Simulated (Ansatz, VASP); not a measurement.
# HfS2 (1T-HfS2 3 layers, AB): VASP beside Ansatz

One calculation is typed for both programs; each brings its own data sets. How far apart do they land? The cell is taken from a series of runs on this material, whose earlier steps may have relaxed, scaled, displaced or heated it; both programs get it as it stands.

Method: plane waves, with VASP 6.6.1 beside it; PBE with D3(BJ), in Ansatz 0.2.0.

**1. Starting point**

The cell holds 9 atoms: 6 S and 3 Hf. Its edges and angles: a = 3.613 Å, b = 3.613 Å, c = 33.150 Å, α = 90.0°, β = 90.0°, γ = 120.0°. Vacuum lies along c.

**2. Ansatz: single point, PBE with D3(BJ)**

Ansatz runs on its default PAW (the set named soft_2) files.

With cell and atoms fixed, the geometry can't cause a difference; cores, projectors, grids and the points listed under the comparison can.

input.yaml reads:

```yaml
crystal:
  lattice:
    - [3.6126211998, 0.0, 0.0]
    - [-1.8063105999, 3.1286217333, 0.0]
    - [0.0, 0.0, 33.1498859636]
  atoms:
    - { symbol: S, position: [0.6666666667, 0.3333333333, 0.2714941466] }
    - { symbol: Hf, position: [0.0, 0.0, 0.3154554851] }
    - { symbol: S, position: [0.3333333333, 0.6666666667, 0.3593081007] }
    - { symbol: S, position: [0.0, 0.0, 0.4502042755] }
    - { symbol: Hf, position: [0.3333333333, 0.6666666667, 0.4940520816] }
    - { symbol: S, position: [0.6666666667, 0.3333333333, 0.537875587] }
    - { symbol: S, position: [0.6666666667, 0.3333333333, 0.640679042] }
    - { symbol: Hf, position: [0.0, 0.0, 0.6845252005] }
    - { symbol: S, position: [0.3333333333, 0.6666666667, 0.7285058534] }
kpoints:
  mp_grid: { grid: [18, 18, 1] }
  band_path:
    path: [[0, 0, 0], [0.5, 0, 0], [0.33333333, 0.33333333, 0], [0, 0, 0]]
    npoints: 16
hamiltonian:
  xc: pbe
  dispersion: d3bj
scf:
  occupations: { method: fermi_dirac, width: 0.02585 }
  convergence: { dr2_threshold: 1.0e-10 }
efield:
  axis: 3
  dipole_correction: true
  ramp_position: 0.97
  ramp_width: 0.06
  amplitude: 0
output:
  dos: { projected: true, e_range: [-6, 5] }
  write_potential: true
  write_density: true
  volumetric_format: npy
  elf: true
```

Started as:

```sh
ansatz run input.yaml --threads 4 --pin off --max-ram 8192MiB --backend cpu --events-out ev --progress --plain --runs-dir out
```

Numbers of over 12 decimals in the logs are rounded to 6 here.

The log of the run:

```text
Engine: ansatz 0.2.0, aarch64-unknown-linux-gnu
Pseudopotentials: kind: paw
Pseudopotential: S, paw, valence charge 6, recommended cutoff 420 eV (normal), S.paw.azcp
Pseudopotential: Hf, paw, valence charge 26, recommended cutoff 420 eV (normal), Hf.paw.azcp
Functional definition: PBE
  parameter kappa = 0.804
  parameter beta = 0.066725
  exchange = pbe_x(kappa = kappa, mu = beta*pi^2/3)
  correlation = pbe_c(beta = beta)
Crystal: 9 atoms, lattice volume = 374.677 Å³
Basis set: ecut = 420 eV, 7239 PW (Γ)
Bands: 69, of which v1, the nominal top of the filled ones, is band 57 counted from 1 (56 counted from 0)
Symmetry: 6 space group operations
Space group: P3m1 (ITA 156), of the structure as read, at distance tolerance 7.2e-5 Å
k-points: 37 of 324 (time reversal used)
Non-local potential: S, projectors of the file, l = 0: 2, l = 1: 2, l = 2: 2
Non-local potential: Hf, projectors of the file, l = 0: 3, l = 1: 2, l = 2: 2, l = 3: 3
PAW form: soft (Blöchl's): semilocal exchange-correlation on the pseudo side does not see the compensation charge
PAW one-centre angular grid: S, 110 points (default); XC on 64 Gauss nodes
PAW one-centre angular grid: Hf, 590 points (default); XC on 64 Gauss nodes
Initial density: superposition of atomic densities (neutral atoms: chi_scale 0, normalization atom), corrected by the library's trained network
Initial wavefunctions: pseudopotential atomic-orbital guess
Functional: x = pbe(κ = 0.804, μ = 0.219515), c = pbe(β = 0.066725)
SCF iter   1: F=—  HF=-52593.085280 eV  |F-HF|=—  |Δ(HF+E_count)|=         —  Δρ=1.13e-3  dr2=5.86e-3  ethr=1.77e-3  p=0.003 e·Å  D=1.21e-3 V/Å  ΔV_dip=-0.04 eV  dr2_dipole=4.11e-5  V_vac-E_F(+/−)=5.78/5.82 eV  ⟨swp⟩=7.3  Hψ=10508  notcnv=0  defer=9
efield: sawtooth ramp at fractional position 0.9700 (set: `efield.ramp_position`, or a place that a band, a saddle search or an elastic batch's reference lends), width 0.0600; the density the first Hamiltonian is built on has a dipole p = 0.003 e·Å; the dipole correction subtracts the counter field D = 1.21e-3 V/Å, which shifts the + side's vacuum level by -0.04 eV against the − side's; the planar-averaged density in the ramp window peaks in size at 1.5e-5 e/Å³
preconditioner: auto → Resta (q_TF=auto, 2.238 Å⁻¹)  ε∞=3.4  [insulator: Δε(μ)=0.992 eV  Ē_g=11.716 eV  σ=0.026 eV  W_gap=1.00  n_scr=88 (ndim 8)  ℏωp=18.2 eV  f_vac=0.477  D(μ)=0.00/eV (n_scr^D=0)  ε∞_Penn≈3.4  vacuum switching on, ρ_ref=1.0e-2 e/Å³]
SCF iter   2: F=—  HF=-52593.086810 eV  |F-HF|=—  |Δ(HF+E_count)|=   1.53e-3  Δρ=6.73e-4  dr2=1.31e-3  ethr=5.14e-6  p=0.000 e·Å  D=1.84e-4 V/Å  ΔV_dip=-0.01 eV  dr2_dipole=3.99e-6  V_vac-E_F(+/−)=5.80/5.81 eV  ⟨swp⟩=2.8  Hψ=6042  notcnv=0  defer=128
SCF iter   3: F=—  HF=-52593.087473 eV  |F-HF|=—  |Δ(HF+E_count)|=   6.63e-4  Δρ=3.04e-4  dr2=4.37e-4  ethr=1.15e-6  p=0.001 e·Å  D=4.49e-4 V/Å  ΔV_dip=-0.01 eV  dr2_dipole=8.41e-6  V_vac-E_F(+/−)=5.80/5.82 eV  ⟨swp⟩=2.0  Hψ=3171  notcnv=0  defer=128
SCF iter   4: F=—  HF=-52593.087803 eV  |F-HF|=—  |Δ(HF+E_count)|=   3.29e-4  Δρ=6.61e-5  dr2=7.25e-5  ethr=3.83e-7  p=-0.000 e·Å  D=-1.01e-4 V/Å  ΔV_dip=0.00 eV  dr2_dipole=3.08e-6  V_vac-E_F(+/−)=5.81/5.81 eV  ⟨swp⟩=2.3  Hψ=3423  notcnv=0  defer=128
SCF iter   5: F=—  HF=-52593.087785 eV  |F-HF|=—  |Δ(HF+E_count)|=   1.81e-5  Δρ=3.03e-5  dr2=6.56e-6  ethr=6.36e-8  p=0.000 e·Å  D=9.96e-5 V/Å  ΔV_dip=-0.00 eV  dr2_dipole=3.68e-7  V_vac-E_F(+/−)=5.81/5.81 eV  ⟨swp⟩=2.1  Hψ=3122  notcnv=0  defer=128
SCF iter   6: F=—  HF=-52593.087782 eV  |F-HF|=—  |Δ(HF+E_count)|=   2.62e-6  Δρ=1.61e-5  dr2=2.22e-6  ethr=5.76e-9  p=-0.000 e·Å  D=-3.57e-5 V/Å  ΔV_dip=0.00 eV  dr2_dipole=5.83e-7  V_vac-E_F(+/−)=5.82/5.81 eV  ⟨swp⟩=2.4  Hψ=4134  notcnv=0  defer=128
SCF iter   7: F=—  HF=-52593.087782 eV  |F-HF|=—  |Δ(HF+E_count)|=   3.01e-7  Δρ=6.48e-6  dr2=4.88e-7  ethr=1.95e-9  p=0.000 e·Å  D=7.59e-5 V/Å  ΔV_dip=-0.00 eV  dr2_dipole=2.00e-7  V_vac-E_F(+/−)=5.81/5.82 eV  ⟨swp⟩=2.0  Hψ=4047  notcnv=0  defer=128
SCF iter   8: F=—  HF=-52593.087782 eV  |F-HF|=—  |Δ(HF+E_count)|=   3.24e-8  Δρ=2.35e-6  dr2=4.06e-8  ethr=4.28e-10  p=0.000 e·Å  D=3.19e-5 V/Å  ΔV_dip=-0.00 eV  dr2_dipole=2.36e-10  V_vac-E_F(+/−)=5.82/5.82 eV  ⟨swp⟩=2.1  Hψ=3025  notcnv=0  defer=128
SCF iter   9: F=—  HF=-52593.087782 eV  |F-HF|=—  |Δ(HF+E_count)|=   3.36e-9  Δρ=9.45e-7  dr2=5.92e-9  ethr=3.56e-11  p=0.000 e·Å  D=3.65e-5 V/Å  ΔV_dip=-0.00 eV  dr2_dipole=1.42e-9  V_vac-E_F(+/−)=5.82/5.82 eV  ⟨swp⟩=2.3  Hψ=4451  notcnv=0  defer=128
SCF iter  10: F=—  HF=-52593.087782 eV  |F-HF|=—  |Δ(HF+E_count)|=   2.81e-9  Δρ=4.22e-7  dr2=6.77e-10  ethr=5.20e-12  p=0.000 e·Å  D=3.34e-5 V/Å  ΔV_dip=-0.00 eV  dr2_dipole=9.98e-12  V_vac-E_F(+/−)=5.82/5.82 eV  ⟨swp⟩=2.0  Hψ=4213  notcnv=0  defer=128
SCF iter  11: F=—  HF=-52593.087782 eV  |F-HF|=—  |Δ(HF+E_count)|=   1.06e-9  Δρ=1.28e-7  dr2=1.84e-10  ethr=1.00e-12  p=0.000 e·Å  D=3.31e-5 V/Å  ΔV_dip=-0.00 eV  dr2_dipole=6.48e-13  V_vac-E_F(+/−)=5.82/5.82 eV  ⟨swp⟩=2.0  Hψ=3360  notcnv=0  defer=128
SCF iter  12: F=-52593.087782 eV  HF=-52593.087782 eV  |F-HF|=3.64e-11  |Δ(HF+E_count)|=  2.18e-11  Δρ=4.25e-8  dr2=2.36e-11  ethr=1.00e-12  p=0.000 e·Å  D=3.32e-5 V/Å  ΔV_dip=-0.00 eV  dr2_dipole=1.89e-13  V_vac-E_F(+/−)=5.82/5.82 eV  ⟨swp⟩=12.3  Hψ=8396  notcnv=0
SCF 1 converged in 12 iterations: F = -52593.087782 eV  dr2 = 2.36e-11
  greatest PAW one-centre occupation: 0.999 electrons in one spin orbital (limit 2), on the Hf atom at site 1 (counted from 0), in its partial waves of l = 0
NSCF: frozen V_eff on 49 k-points
efield: sawtooth ramp at fractional position 0.9700 (kept from the solve that this one continues, or follows in the run), width 0.0600; the density the first Hamiltonian is built on has a dipole p = 0.000 e·Å; the dipole correction subtracts the counter field D = 3.32e-5 V/Å, which shifts the + side's vacuum level by -0.00 eV against the − side's; the planar-averaged density in the ramp window peaks in size at 8.4e-8 e/Å³
WARN: The output density's exchange-correlation potential varies sharply where the density is thin. Do not read a vacuum level from v_tot or v_xc, or from such a field of the output density. On a cell that repeats whose density bears no net charge and no dipole along the vacuum's axis use v_es (v_loc + v_h of the components); under efield.dipole_correction with no amplitude use v_es + v_field, which holds any externa [...]
SCF converged after 12 iterations
Free energy (F): -52593.087782 eV
Harris-Foulkes:  -52593.087782 eV  (|F-HF|=3.64e-11)
Internal energy: -52593.087782 eV  (E = F + TS)
E sigma→0 (E₀):  -52593.087782 eV
Fermi energy:    2.389584 eV
Dipole field:    D = 0.000033 V/Å  (p = 0.000068 e·Å, saw-weighted, corrected)
Work function:   Φ+ = 5.8153 eV   Φ− = 5.8164 eV
Levels:          The Fermi level and band energies are counted from a zero that moves with the ramp; work functions are not
--- Per-component energies (eV) ---
  E_band       = -1434.237609
  E_kinetic    = 1903.903093
  E_local      = -151729.847667  (includes V_loc(G=0)·N_el)
  E_nonlocal   = -3560.402595
  E_hartree    = 74514.831600
  E_xc         = -1482.565777
  E_vxc        = -1322.678763  (∫ρ·V_xc dr)
  E_paw        = -24382.411259  (= ΣΔE_a)
  E_vpaw       = 4245.125830  (= ΣTr[D̂ρ^β])
  E_aug_tail   = 0.000005  (compensation charges beyond the density's cutoff)
  E_efield     = 0.000000  (sawtooth field / dipole correction)
  E_vefield    = 0.000247  (∫n·V_field dr)
  E_ewald      = 52145.983331
  E_disp       = -2.578515  (pairwise vdW)
  E_smearing   = -0.000000  (= −TS)
  E_closure    = 0.000000  (closes the sum)
  Σ components = -52593.087782   (vs F -52593.087782, Δ=0.00e0)
--- Band table (eV; the first three rows and the last of 37) ---
  k-point 0: bands = [... 53 lower, 1.8547, 1.8547, 1.8938, 1.8938, 3.9047, 3.9047, 3.9174, 3.9174, ... 8 higher]
  k-point 1: bands = [... 53 lower, 1.6636, 1.6952, 1.7563, 1.7968, 3.9272, 3.9436, 3.9594, 4.0211, ... 8 higher]
  k-point 2: bands = [... 53 lower, 1.4640, 1.5258, 1.5684, 1.7256, 3.8721, 3.9095, 3.9434, 4.3114, ... 8 higher]
  k-point 36: bands = [... 53 lower, 0.0196, 0.2651, 0.2746, 0.3619, 4.6659, 4.6823, 4.6920, 5.3070, ... 8 higher]
```

**3. VASP: single point, PBE with D3(BJ)**

The same cell, functional, mesh and smearing now go to VASP, with its own data sets.

Lines of VASP's logs that name or quote its potential files are left out, and so is its time.

INCAR reads:

```
SYSTEM = HfS2
PREC = Accurate
ENCUT = 400
EDIFF = 1E-06
NELM = 120
ISMEAR = -1
SIGMA = 0.02585
LREAL = .FALSE.
ALGO = Normal
GGA = PE
IVDW = 12
NBANDS = 42
LASPH = .TRUE.
LORBIT = 11
LWAVE = .FALSE.
LCHARG = .FALSE.
ISIF = 2
LDIPOL = .TRUE.
IDIPOL = 3
DIPOL = 0.5 0.5 0.497
LVHAR = .TRUE.
GGA_COMPAT = .FALSE.
EFERMI = MIDGAP
NELMDL = -8
KPAR = 2
```

POSCAR reads:

```
HfS2
1.0
    3.6126211998      0.0000000000      0.0000000000
   -1.8063105999      3.1286217333      0.0000000000
    0.0000000000      0.0000000000     33.1498859636
S Hf
6 3
Direct
    0.6666666667      0.3333333333      0.2714941466
    0.3333333333      0.6666666667      0.3593081007
    0.0000000000      0.0000000000      0.4502042755
    0.6666666667      0.3333333333      0.5378755870
    0.6666666667      0.3333333333      0.6406790420
    0.3333333333      0.6666666667      0.7285058534
    0.0000000000      0.0000000000      0.3154554851
    0.3333333333      0.6666666667      0.4940520816
    0.0000000000      0.0000000000      0.6845252005
```

KPOINTS reads:

```
Automatic mesh
0
Gamma
18 18 1
0 0 0
```

The projector-augmented-wave data sets are S and Hf_pv (PBE family, release 64).

Started as:

```sh
mpirun -np 2 vasp_std
```

The log of the run:

```text
[banner, memory and clock lines left out]
running    2 mpi-ranks, on    1 nodes
 distrk:  each k-point on    1 cores,    2 groups
 distr:  one band on    1 cores,    1 groups

 POSCAR found type information on POSCAR S Hf
 POSCAR found :  2 types and       9 ions
 LDA part: xc-table for (Slater+PW92), standard interpolation
 POSCAR, INCAR and KPOINTS ok, starting setup
 FFT: planning ... GRIDC
 FFT: planning ... GRID_SOFT
 FFT: planning ... GRID
 WAVECAR not read
 entering main loop
       N       E                     dE             d eps       ncg     rms          rms(c)
DAV:   1     0.361731070186E+03    0.36173E+03   -0.27597E+04  3924   0.106E+03
DAV:   2    -0.361658221896E+02   -0.39790E+03   -0.38589E+03  3922   0.258E+02
DAV:   3    -0.728615956529E+02   -0.36696E+02   -0.36306E+02  3710   0.710E+01
DAV:   4    -0.740590796188E+02   -0.11975E+01   -0.11916E+01  4016   0.144E+01
DAV:   5    -0.741019271473E+02   -0.42848E-01   -0.42791E-01  3938   0.263E+00
DAV:   6    -0.741038765926E+02   -0.19494E-02   -0.19489E-02  4272   0.576E-01
DAV:   7    -0.741039359968E+02   -0.59404E-04   -0.59396E-04  4090   0.950E-02
DAV:   8    -0.741039381392E+02   -0.21424E-05   -0.21424E-05  3552   0.171E-02    0.860E+01
DAV:   9    -0.689543203080E+02    0.51496E+01   -0.15407E+01  3488   0.128E+01    0.608E+01
DAV:  10    -0.690007646506E+02   -0.46444E-01   -0.70563E+00  3680   0.106E+01    0.851E+00
DAV:  11    -0.686818529174E+02    0.31891E+00   -0.14112E+00  3386   0.491E+00    0.501E+00
DAV:  12    -0.686746976313E+02    0.71553E-02   -0.26042E-01  4142   0.183E+00    0.222E+00
DAV:  13    -0.686720750470E+02    0.26226E-02   -0.38979E-02  3560   0.682E-01    0.117E+00
DAV:  14    -0.686709897202E+02    0.10853E-02   -0.10573E-02  3834   0.375E-01    0.401E-01
[...]
DAV:  21    -0.686714511549E+02   -0.22250E-04   -0.60909E-06  3564   0.792E-03    0.194E-02
DAV:  22    -0.686714762679E+02   -0.25113E-04   -0.59624E-07  2156   0.249E-03    0.153E-02
DAV:  23    -0.686715046034E+02   -0.28335E-04   -0.91516E-07  2236   0.341E-03    0.383E-03
DAV:  24    -0.686715168137E+02   -0.12210E-04   -0.30171E-07  2016   0.205E-03    0.209E-03
DAV:  25    -0.686715223477E+02   -0.55340E-05   -0.95183E-08  1868   0.119E-03    0.323E-03
DAV:  26    -0.686715266945E+02   -0.43468E-05   -0.70748E-08  1886   0.962E-04    0.316E-03
DAV:  27    -0.686715303606E+02   -0.36662E-05   -0.15868E-07  2058   0.112E-03    0.700E-04
DAV:  28    -0.686715311413E+02   -0.78065E-06   -0.25127E-08  1570   0.562E-04
   1 F= -.71249640E+02 E0= -.71249640E+02  d E =-.691675E-10
```

OUTCAR, selected parts (step 3):

```text
ion  position               nearest neighbor table
   1  0.667  0.333  0.271-   7 2.54   7 2.54   7 2.54
   2  0.333  0.667  0.359-   7 2.54   7 2.54   7 2.54
   3  0.000  0.000  0.450-   8 2.54   8 2.54   8 2.54
   4  0.667  0.333  0.538-   8 2.54   8 2.54   8 2.54
   5  0.667  0.333  0.641-   9 2.54   9 2.54   9 2.54
   6  0.333  0.667  0.729-   9 2.54   9 2.54   9 2.54
   7  0.000  0.000  0.315-   2 2.54   2 2.54   2 2.54   1 2.54   1 2.54   1 2.54
   8  0.333  0.667  0.494-   4 2.54   4 2.54   4 2.54   3 2.54   3 2.54   3 2.54
   9  0.000  0.000  0.685-   5 2.54   5 2.54   5 2.54   6 2.54   6 2.54   6 2.54

  LATTYP: Found a hexagonal cell.
 ALAT       =     3.6126211998
 C/A-ratio  =     9.1761311608

 Subroutine GETGRP returns: Found  6 space group operations
 (whereof  6 operations were pure point group operations)

The static configuration has the point symmetry C_3v.

 Found     37 irreducible k-points:

   k-points           NKPTS =     37   k-points in BZ     NKDIM =     37   number of bands    NBANDS=     42

   dimension x,y,z NGX =    24 NGY =   24 NGZ =  216
   dimension x,y,z NGXF=    48 NGYF=   48 NGZF=  432

   ENCUT  =  400.0 eV  29.40 Ry    5.42 a.u.   5.89  5.89 54.06*2*pi/ulx,y,z

   NELECT =      66.0000    total number of electrons

 k-points in reciprocal lattice and weights: Automatic mesh
   0.00000000  0.00000000  0.00000000       0.003
   0.05555556 -0.00000000  0.00000000       0.019
   0.11111111 -0.00000000  0.00000000       0.019
   0.16666667 -0.00000000  0.00000000       0.019
   0.22222222 -0.00000000  0.00000000       0.019
   0.27777778 -0.00000000  0.00000000       0.019
   0.33333333  0.00000000  0.00000000       0.019
   0.38888889  0.00000000  0.00000000       0.019
   0.44444444 -0.00000000  0.00000000       0.019
[...]
0.33333333  0.27777778  0.00000000       0.037
   0.33333333  0.33333333  0.00000000       0.006

 dipolmoment           0.000000      0.000000     -0.000092 electrons x Angstroem

 average (electrostatic) potential at core
       1 -91.5956       2 -91.6197       3 -91.6230       4 -91.6410       5 -91.6402
       6 -91.5982       7 -43.6553       8 -43.6595       9 -43.6635

 E-fermi :  -0.6892

 k-point     1 :       0.0000    0.0000    0.0000
  band No.  band energies     occupation
    ...
     29      -1.3027      2.00000
     30      -1.2416      2.00000
     31      -1.2416      2.00000
     32      -1.2026      2.00000
     33      -1.2026      2.00000
     34       0.8293      0.00000
     35       0.8293      0.00000
     36       0.8419      0.00000
     37       0.8419      0.00000
     38       0.8529      0.00000
    ...

 k-point     2 :       0.0556   -0.0000    0.0000
  band No.  band energies     occupation
    ...
     29      -1.4561      2.00000
     30      -1.4328      2.00000
     31      -1.3996      2.00000
     32      -1.3383      2.00000
     33      -1.2979      2.00000
     34       0.8505      0.00000
     35       0.8668      0.00000
     36       0.8825      0.00000
     37       0.9445      0.00000
     38       0.9624      0.00000
    ...

 k-point     3 :       0.1111   -0.0000    0.0000
  band No.  band energies     occupation
    ...
     29      -1.8359      2.00000
     30      -1.6275      2.00000
     31      -1.5655      2.00000
     32      -1.5229      2.00000
     33      -1.3707      2.00000
     34       0.7934      0.00000
     35       0.8306      0.00000
     36       0.8642      0.00000
     37       1.2327      0.00000
     38       1.2571      0.00000
    ...

 Edisp (eV)   -2.57811

  Total      -0.76244    -0.76244    -0.63091    -0.00000     0.00000     0.00000
  in kB      -3.26033    -3.26033    -2.69787    -0.00000     0.00000     0.00000
  external pressure =       -3.07 kB  Pullay stress =        0.00 kB

  energy-cutoff  :      400.00
  volume of cell :      374.68
      direct lattice vectors                 reciprocal lattice vectors
     3.612621200  0.000000000  0.000000000     0.276807322  0.159814782  0.000000000
    -1.806310600  3.128621733  0.000000000     0.000000000  0.319629564  0.000000000
     0.000000000  0.000000000 33.149885964     0.000000000  0.000000000  0.030166016

 POSITION                                       TOTAL-FORCE (eV/Angst)
 -----------------------------------------------------------------------------------
      1.80631      1.04287      9.00000        -0.000000      0.000000      0.062804
     -0.00000      2.08575     11.91102         0.000000     -0.000000     -0.063435
      0.00000      0.00000     14.92422        -0.000000      0.000000      0.063539
      1.80631      1.04287     17.83051         0.000000      0.000000     -0.063888
      1.80631      1.04287     21.23844        -0.000000     -0.000000      0.064097
     -0.00000      2.08575     24.14989        -0.000000      0.000000     -0.063149
      0.00000      0.00000     10.45731         0.000000      0.000000     -0.000879
     -0.00000      2.08575     16.37777        -0.000000      0.000000      0.000188
      0.00000      0.00000     22.69193         0.000000      0.000000      0.000721
 -----------------------------------------------------------------------------------
    total drift:                               -0.000000     -0.000000     -0.000279

  FREE ENERGIE OF THE ION-ELECTRON SYSTEM (eV)
  ---------------------------------------------------
  free  energy   TOTEN  =       -71.2496398403 eV

  energy  without entropy=      -71.2496398402  energy(sigma->0) =      -71.24963984

 vacuum level on the upper side and lower side of the slab         5.119         5.120

 total charge
# of ion       s       p       d       tot
------------------------------------------
    1        1.342   2.428   0.000   3.770
    2        1.343   2.429   0.000   3.773
    3        1.343   2.429   0.000   3.772
    4        1.343   2.429   0.000   3.772
    5        1.343   2.429   0.000   3.772
    6        1.342   2.428   0.000   3.770
    7        0.312   6.528   1.438   8.278
    8        0.312   6.529   1.442   8.282
    9        0.311   6.528   1.438   8.277
--------------------------------------------------
tot          8.991  34.157   4.318  47.466

[... 3 further parts left out ...]
```

**4. Side by side**

Known differences besides the potentials themselves: the data sets hold 114 valence electrons in Ansatz (on its default PAW (the set named soft_2) files) and 66 in VASP; the cutoff is 420 eV in Ansatz and 400 eV in VASP. Total energies have different zeros and are not compared.

Compared:

```
              quantity  Ansatz   VASP  difference
gap on the k mesh (eV)   1.010  1.027      -0.017
```

A gap on the mesh is an upper bound, since the band edges may lie between its points; neither run holds spin-orbit coupling, which can move the band edges of a compound of Hf. Where the cell holds vacuum, a pressure given here is an average over it and none of the material.

**5. Summary of results**

| Quantity | Value |
| --- | --- |
| difference in gap on the k mesh (single point, PBE with D3(BJ)) | -0.017 eV |

The difference in gap on the k mesh is -0.017 eV (single point, PBE with D3(BJ)), within the 0.08 eV picked in this series as the mark of a large difference. The data sets hold unlike numbers of valence electrons (114 in Ansatz and 66 in VASP), so part of the differences may come from the potentials. Such differences can come from data sets, numerical settings and the points named under the comparisons, not from the functional's error against experiment.

[Lines on the potential files, build, host, timing and source positions are cut from VASP's logs without a mark.]

[Logs are printed without paths, hosts, clocks, repeated set-up lines and the standing remarks that a program may print on its own settings, such as how far it seeks lower states.]

[Hosts, paths, dates, database ids (printed as entryN), source tags and the programs' standing remarks are cut or masked in the printed files.]
